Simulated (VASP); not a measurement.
Consider the following.

```yaml
crystal:
  lattice:
    - [0.00000, 2.16020, 2.16020]
    - [2.16020, 0.00000, 2.16020]
    - [2.16020, 2.16020, 0.00000]
  atoms:
    - { symbol: Li, position: [0.00000, 0.00000, 0.00000] }
```

Level of theory: PBEsol GGA, VASP's PBE PAW potentials (set 64) (plane waves; VASP). Settings: 520 eV cut-off, Gaussian smearing of 0.050 eV, potentials Li_sv.

Task: Give the energies of bands 2 to 4 at the high-symmetry points, in eV from the Fermi level.

Result: 
| band | Γ | X | U | L | W |
|---|---|---|---|---|---|
| 2 | -3.56 | 1.53 | 2.52 | -0.02 | 3.50 |
| 3 | 14.43 | 4.73 | 3.06 | 2.95 | 3.50 |
| 4 | 14.43 | 8.47 | 6.46 | 12.69 | 4.40 |

It has no gap at this level: it comes out as a metal or semimetal.

The structure was generated: Li was put into the fcc type (Fm-3m), which need not be its known phase. It was relaxed first, which changed the volume by -5 %.
